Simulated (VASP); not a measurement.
Calculation: r2SCAN+rVV10, VASP's PBE PAW potentials (set 64) (plane waves; VASP).

The input files of a VASP run:

**KPOINTS**
```
Automatic mesh
0
Gamma
15 15 8
0 0 0
```

**POSCAR**
```
Co
1.0
  2.4570997400   0.0000000000   0.0000000000
 -1.2285498700   2.1279107505   0.0000000000
  0.0000000000   0.0000000000   4.0036440707
Co
2
Direct
  0.3333330000   0.6666670000   0.2500000000
  0.6666670000   0.3333330000   0.7500000000
```

**INCAR**
```
SYSTEM = Co
PREC = Accurate
ENCUT = 400
EDIFF = 1E-6
NELM = 100
ALGO = Normal
LREAL = .FALSE.
LASPH = .TRUE.
ISMEAR = 1
SIGMA = 0.1
METAGGA = R2SCAN
LUSE_VDW = .TRUE.
BPARAM = 11.95
CPARAM = 0.0093
LMIXTAU = .TRUE.
LMAXMIX = 4
ISPIN = 2
MAGMOM = 1.7 1.7
LORBIT = 10
LWAVE = .FALSE.
LCHARG = .FALSE.
IBRION = 2
ISIF = 3
NSW = 60
EDIFFG = -0.01
```

POTCAR, in this order: Co (PBE.64 set). Program: vasp_std.

Output of the run:

File OUTCAR:
```
 ion  position               nearest neighbor table
   1  0.333  0.667  0.250-   2 2.45   2 2.45   2 2.45   2 2.45   2 2.45   2 2.45
   2  0.667  0.333  0.750-   1 2.45   1 2.45   1 2.45   1 2.45   1 2.45   1 2.45
  LATTYP: Found a hexagonal cell.
 ALAT       =     2.4570997400
 C/A-ratio  =     1.6294186213
 Subroutine PRICEL returns:
 Original cell was already a primitive cell.
 Subroutine GETGRP returns: Found 24 space group operations
The static configuration has the point symmetry D_3d.
 The point group associated with its full space group is D_6h.
The dynamic configuration has the point symmetry D_3d.
The overall configuration has the point symmetry D_3d.
 Subroutine INISYM returns: Found 24 space group operations
 Subroutine IBZKPT returns following result:
 Found    135 irreducible k-points:

 Following reciprocal coordinates:
            Coordinates               Weight
  0.000000  0.000000  0.000000      1.000000
  0.066667 -0.000000  0.000000      6.000000
  0.133333  0.000000  0.000000      6.000000
  0.200000 -0.000000  0.000000      6.000000
  0.266667  0.000000  0.000000      6.000000
  0.333333 -0.000000  0.000000      6.000000
  0.400000 -0.000000  0.000000      6.000000
  0.466667  0.000000  0.000000      6.000000
  0.066667  0.066667  0.000000      6.000000
  0.133333  0.066667  0.000000     12.000000
  0.200000  0.066667  0.000000     12.000000
  0.266667  0.066667  0.000000     12.000000
  0.333333  0.066667  0.000000     12.000000
  0.400000  0.066667  0.000000     12.000000
  0.466667  0.066667  0.000000      6.000000
  0.133333  0.133333  0.000000      6.000000
  0.200000  0.133333  0.000000     12.000000
  0.266667  0.133333  0.000000     12.000000
  0.333333  0.133333  0.000000     12.000000
  0.400000  0.133333  0.000000     12.000000
  0.200000  0.200000  0.000000      6.000000
  0.266667  0.200000  0.000000     12.000000
  0.333333  0.200000  0.000000     12.000000
  0.400000  0.200000  0.000000      6.000000
  0.266667  0.266667  0.000000      6.000000
  0.333333  0.266667  0.000000     12.000000
  0.333333  0.333333  0.000000      2.000000
  0.000000  0.000000  0.125000      2.000000
  0.066667 -0.000000  0.125000     12.000000
  0.133333  0.000000  0.125000     12.000000
  0.200000 -0.000000  0.125000     12.000000
  0.266667  0.000000  0.125000     12.000000
  0.333333 -0.000000  0.125000     12.000000
  0.400000 -0.000000  0.125000     12.000000
  0.466667  0.000000  0.125000     12.000000
  0.066667  0.066667  0.125000     12.000000
  0.133333  0.066667  0.125000     24.000000
  0.200000  0.066667  0.125000     24.000000
  0.266667  0.066667  0.125000     24.000000
  0.333333  0.066667  0.125000     24.000000
   k-points           NKPTS =    135   k-points in BZ     NKDIM =    135   number of bands    NBANDS=     15
   number of dos      NEDOS =    301   number of ions     NIONS =      2
   total plane-waves  NPLWV =   7168
   dimension x,y,z NGX =    16 NGY =   16 NGZ =   28
   dimension x,y,z NGXF=    32 NGYF=   32 NGZF=   56
   ions per type =               2
   PREC   = accura    normal or accurate (medium, high low for compatibility)
   ISTART =      0    job   : 0-new  1-cont  2-samecut
   ICHARG =      2    charge: 1-file 2-atom 10-const
   ISPIN  =      2    spin polarized calculation?
   LNONCOLLINEAR =      F non collinear calculations
   LSORBIT =      F    spin-orbit coupling
   INIWAV =      1    electr: 0-lowe 1-rand  2-diag
   ENCUT  =  400.0 eV  29.40 Ry    5.42 a.u.   4.01  4.01  6.53*2*pi/ulx,y,z
   NELM   =    100;   NELMIN=  2; NELMDL= -5     # of ELM steps
   EDIFF  = 0.1E-05   stopping-criterion for ELM
...
```

OSZICAR:
```
       N       E                     dE             d eps       ncg     rms          rms(c)
DAV:   1     0.574668316953E+02    0.57467E+02   -0.72820E+03  8316   0.137E+03
DAV:   2    -0.292002686865E+02   -0.86667E+02   -0.80298E+02  8114   0.245E+02
DAV:   3    -0.311372136595E+02   -0.19369E+01   -0.19029E+01  9745   0.515E+01
DAV:   4    -0.311727671693E+02   -0.35554E-01   -0.35547E-01 11823   0.509E+00
DAV:   5    -0.311729601068E+02   -0.19294E-03   -0.19293E-03  9850   0.403E-01    0.183E+01
DAV:   6    -0.267918591591E+02    0.43811E+01   -0.23544E+01  9052   0.102E+02    0.101E+01
DAV:   7    -0.260240198916E+02    0.76784E+00   -0.27452E+00  9619   0.331E+01    0.542E+00
DAV:   8    -0.260423384904E+02   -0.18319E-01   -0.81899E-02 10949   0.272E+00    0.206E+00
DAV:   9    -0.260213351129E+02    0.21003E-01   -0.15065E-02 11020   0.189E+00    0.678E-01
DAV:  10    -0.260181008283E+02    0.32343E-02   -0.11923E-02 10667   0.199E+00    0.266E-01
DAV:  11    -0.260181339129E+02   -0.33085E-04   -0.83795E-04  9895   0.474E-01    0.131E-01
DAV:  12    -0.260181342734E+02   -0.36045E-06   -0.34445E-05 12812   0.956E-02    0.861E-02
DAV:  13    -0.260181634103E+02   -0.29137E-04   -0.10115E-04 10514   0.175E-01    0.335E-02
DAV:  14    -0.260181590057E+02    0.44046E-05   -0.91952E-06 10081   0.612E-02    0.415E-03
DAV:  15    -0.260181587326E+02    0.27312E-06   -0.21359E-07  4764   0.429E-03
   1 F= -.26018159E+02 E0= -.26018101E+02  d E =-.260182E+02  mag=     3.3682
       N       E                     dE             d eps       ncg     rms          rms(c)
DAV:   1    -0.260184856972E+02   -0.32669E-03   -0.44003E-03  8660   0.116E+00    0.145E-01
DAV:   2    -0.260182230380E+02    0.26266E-03   -0.11579E-03  9913   0.738E-01    0.107E-01
DAV:   3    -0.260181728360E+02    0.50202E-04   -0.92101E-05  9941   0.204E-01    0.447E-02
DAV:   4    -0.260181714683E+02    0.13677E-05   -0.39782E-06  9093   0.295E-02    0.150E-02
DAV:   5    -0.260181669803E+02    0.44881E-05   -0.15988E-06  6261   0.200E-02    0.310E-03
DAV:   6    -0.260181669345E+02    0.45735E-07   -0.73834E-07  4444   0.125E-02
   2 F= -.26018167E+02 E0= -.26018111E+02  d E =-.820194E-05  mag=     3.3681
```

### OUTCAR
```
------------------------ aborting loop because EDIFF is reached ----------------------------------------
  FORCE on cell =-STRESS in cart. coord.  units (eV):
  Direction    XX          YY          ZZ          XY          YZ          ZX
  --------------------------------------------------------------------------------------
  Total        0.0132533      0.0132533      0.0159111     -0.0000000      0.0000000      0.0000000
  in kB        1.0155838      1.0155837      1.2192502     -0.0000000      0.0000000      0.0000000
  external PRESSURE =       1.0834726 kB  Pullay stress =       0.0000000 kB
  volume of cell :       20.91
      direct lattice vectors                 reciprocal lattice vectors
     2.455627089  0.000000000  0.000000000     0.407227956  0.235113175  0.000000000
    -1.227813545  2.126635398 -0.000000000    -0.000000000  0.470226350  0.000000000
     0.000000000  0.000000000  4.003706389    -0.000000000  0.000000000  0.249768565
 POSITION                                       TOTAL-FORCE (eV/Angst)
 -----------------------------------------------------------------------------------
     -0.00000      1.41776      1.00093         0.000000      0.000000      0.000000
      1.22781      0.70888      3.00278        -0.000000     -0.000000      0.000000
 -----------------------------------------------------------------------------------
    total drift:                                0.000030     -0.000017     -0.000016
  FREE ENERGIE OF THE ION-ELECTRON SYSTEM (eV)
  ---------------------------------------------------
  free  energy   TOTEN  =       -26.0181669345 eV

  energy  without entropy=      -26.0179981269  energy(sigma->0) =      -26.01811067

 total charge

# of ion       s       p       d       tot
------------------------------------------
    1        0.525   0.593   7.251   8.368
    2        0.525   0.593   7.251   8.368
--------------------------------------------------
tot          1.050   1.185  14.501  16.737

 magnetization (x)

# of ion       s       p       d       tot
------------------------------------------
    1       -0.015  -0.093   1.851   1.743
    2       -0.015  -0.093   1.851   1.743
--------------------------------------------------
tot         -0.031  -0.186   3.702   3.486

 reached required accuracy - stopping structural energy minimisation
```
(Selected blocks of OUTCAR.)

**CONTCAR**
```
Co
   1.00000000000000
     2.4556270894203243    0.0000000000000000    0.0000000000000000
    -1.2278135447101621    2.1266353977661661   -0.0000000000000000
     0.0000000000000000    0.0000000000000000    4.0037063886594630
  Co
     2
Direct
     0.3333330000000032    0.6666669999999968    0.2500000000000000
     0.6666669999999968    0.3333330000000032    0.7500000000000000
```

The structure comes from a measured Co entry (P6_3/mmc) of the Crystallography Open Database, whose conditions weren't checked. This run relaxes it. Symmetry was kept, so distortions that lower it aren't found. The start is the result of an earlier pass.
